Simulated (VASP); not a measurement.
Data:

```xyz
2
Lattice="3.1778 0.0000 0.0000 0.0000 3.1778 0.0000 0.0000 0.0000 3.1778" Properties=species:S:1:pos:R:3 pbc="T T T"
Y      0.0000     0.0000     0.0000
B      1.5889     1.5889     1.5889
```

The numbers are results of PBEsol GGA, VASP's PBE PAW potentials (set 64) (plane waves; VASP 6.6.1), not measurements. Run with 520 eV cut-off, 13×13×13 Γ-centred mesh, tetrahedra with Blöchl corrections, potentials Y_sv B.

Task: Predict the energy per atom (σ→0), band gap (on the k-mesh) with the smallest direct gap where there is one.

Result: 
| Item | Value |
|---|---|
| band gap (on the k-mesh) | none (metal, semimetal or under 0.01 eV) |
| energy per atom (σ→0) | -6.739 eV/atom |

The absolute energy has meaning only against runs of the same code, potentials and settings.

The structure was generated: YB was put into the CsCl type type (Pm-3m), which need not be its known phase. It was relaxed first, which changed the volume by -29 %.
